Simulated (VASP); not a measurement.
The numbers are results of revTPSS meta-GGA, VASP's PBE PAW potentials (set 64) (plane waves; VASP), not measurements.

VASP input:

POSCAR:
```
GdN
3.4708240
  0.0000000000   0.7071068117   0.7071068117
  0.7071068117   0.0000000000   0.7071068117
  0.7071068117   0.7071068117   0.0000000000
Gd N
1 1
Direct
  0.0000000000   0.0000000000   0.0000000000
  0.5000000000   0.5000000000   0.5000000000
```

### INCAR
```
# general
SYSTEM =GdN
PREC   =Accurate
ENCUT  =520   # plane-wave cut-off (eV)
LREAL  =.FALSE.   # projection in real space or not
LASPH  =.TRUE.   # aspherical one-centre terms

# electronic loop
EDIFF  =1E-7   # SCF stop (eV)
NELM   =100   # most electronic steps
ALGO   =Normal   # blocked Davidson
LMAXMIX=6
LMIXTAU=.TRUE.

# smearing
ISMEAR =1   # Methfessel-Paxton
SIGMA  =0.1

# functional
METAGGA=RTPSS

# ions
ISIF   =2

# output
LWAVE  =.FALSE.
LCHARG =.FALSE.
```

**KPOINTS**
```
Automatic mesh
0
Gamma
13 13 13
0 0 0
```

POTCAR, in this order: Gd_3 N (PBE.64 set). Program: vasp_std.

Output

OUTCAR:
```
 ion  position               nearest neighbor table
   1  0.000  0.000  0.000-   2 2.45   2 2.45   2 2.45   2 2.45   2 2.45   2 2.45
   2  0.500  0.500  0.500-   1 2.45   1 2.45   1 2.45   1 2.45   1 2.45   1 2.45
  LATTYP: Found a face centered cubic cell.
 ALAT       =     4.9084865852
 Subroutine PRICEL returns:
 Original cell was already a primitive cell.
 Subroutine GETGRP returns: Found 48 space group operations
The static configuration has the point symmetry O_h .
The dynamic configuration has the point symmetry O_h .
 Subroutine INISYM returns: Found 48 space group operations
 Subroutine IBZKPT returns following result:
 Found     84 irreducible k-points:

 Following reciprocal coordinates:
            Coordinates               Weight
  0.000000  0.000000  0.000000      1.000000
  0.076923  0.000000  0.000000      8.000000
  0.153846  0.000000  0.000000      8.000000
  0.230769  0.000000  0.000000      8.000000
  0.307692  0.000000  0.000000      8.000000
  0.384615  0.000000  0.000000      8.000000
  0.461538  0.000000  0.000000      8.000000
  0.076923  0.076923  0.000000      6.000000
  0.153846  0.076923  0.000000     24.000000
...
```

File OSZICAR:
```
       N       E                     dE             d eps       ncg     rms          rms(c)
DAV:   1     0.922603210575E+02    0.92260E+02   -0.77032E+03  1848   0.133E+03
DAV:   2     0.233961227981E+02   -0.68864E+02   -0.62923E+02  2348   0.271E+02
DAV:   3     0.193691496985E+02   -0.40270E+01   -0.38841E+01  2551   0.533E+01
DAV:   4     0.193052135275E+02   -0.63936E-01   -0.63734E-01  2518   0.602E+00
DAV:   5     0.193041201486E+02   -0.10934E-02   -0.10927E-02  2419   0.624E-01    0.352E+01
DAV:   6     0.130022316942E+02   -0.63019E+01   -0.11161E+01  1860   0.365E+01    0.227E+01
DAV:   7     0.139455402814E+02    0.94331E+00   -0.95396E-01  2080   0.122E+01    0.114E+01
DAV:   8     0.133654562564E+02   -0.58008E+00   -0.93656E-01  1866   0.135E+01    0.643E-01
DAV:   9     0.124126350697E+02   -0.95282E+00   -0.47875E-01  1941   0.881E+00    0.194E+00
DAV:  10     0.124080641881E+02   -0.45709E-02   -0.29407E-02  2255   0.188E+00    0.104E+00
DAV:  11     0.123888220775E+02   -0.19242E-01   -0.16709E-01  2151   0.207E+00    0.165E+00
DAV:  12     0.123986417317E+02    0.98197E-02   -0.20086E-02  2198   0.100E+00    0.861E-01
DAV:  13     0.124012229005E+02    0.25812E-02   -0.39506E-03  2294   0.477E-01    0.168E-01
DAV:  14     0.123985115831E+02   -0.27113E-02   -0.63154E-03  2229   0.497E-01    0.766E-02
DAV:  15     0.123985032940E+02   -0.82891E-05   -0.19127E-04  2145   0.175E-01    0.964E-02
DAV:  16     0.123985245812E+02    0.21287E-04   -0.43182E-05  2326   0.380E-02    0.567E-02
DAV:  17     0.123985208681E+02   -0.37131E-05   -0.42309E-05  2198   0.459E-02    0.168E-03
DAV:  18     0.123985150292E+02   -0.58390E-05   -0.21204E-06  2283   0.158E-02    0.945E-03
DAV:  19     0.123985151368E+02    0.10764E-06   -0.45958E-08  1493   0.289E-03    0.813E-03
DAV:  20     0.123985156212E+02    0.48440E-06   -0.74785E-07  2190   0.509E-03    0.556E-04
DAV:  21     0.123985156808E+02    0.59615E-07   -0.33231E-08  1164   0.212E-03
   1 F= 0.12398516E+02 E0= 0.12398482E+02  d E =0.102289E-03
```

### OUTCAR
```
------------------------ aborting loop because EDIFF is reached ----------------------------------------
  FORCE on cell =-STRESS in cart. coord.  units (eV):
  Direction    XX          YY          ZZ          XY          YZ          ZX
  --------------------------------------------------------------------------------------
  Total        0.9554206      0.9554206      0.9554206      0.0000000      0.0000000     -0.0000000
  in kB       51.7752694     51.7752694     51.7752694      0.0000000      0.0000000     -0.0000000
  external PRESSURE =      51.7752694 kB  Pullay stress =       0.0000000 kB
  volume of cell :       29.57
      direct lattice vectors                 reciprocal lattice vectors
     0.000000000  2.454243293  2.454243293    -0.203728783  0.203728783  0.203728783
     2.454243293  0.000000000  2.454243293     0.203728783 -0.203728783  0.203728783
     2.454243293  2.454243293  0.000000000     0.203728783  0.203728783 -0.203728783
 POSITION                                       TOTAL-FORCE (eV/Angst)
 -----------------------------------------------------------------------------------
      0.00000      0.00000      0.00000        -0.000000     -0.000000      0.000000
      2.45424      2.45424      2.45424         0.000000      0.000000     -0.000000
 -----------------------------------------------------------------------------------
    total drift:                                0.000000      0.000000      0.000000
  FREE ENERGIE OF THE ION-ELECTRON SYSTEM (eV)
  ---------------------------------------------------
  free  energy   TOTEN  =        12.3985156808 eV

  energy  without entropy=       12.3984133913  energy(sigma->0) =       12.39848158
```
(Selected blocks of OUTCAR.)

The 4f electrons are frozen in the core of the lanthanide potential, so 4f levels, which can set the real gap, and their magnetism are missing.

The compound is GdN in the rock salt structure. This cell is one point of a volume scan, at 0.97 of the reference volume.
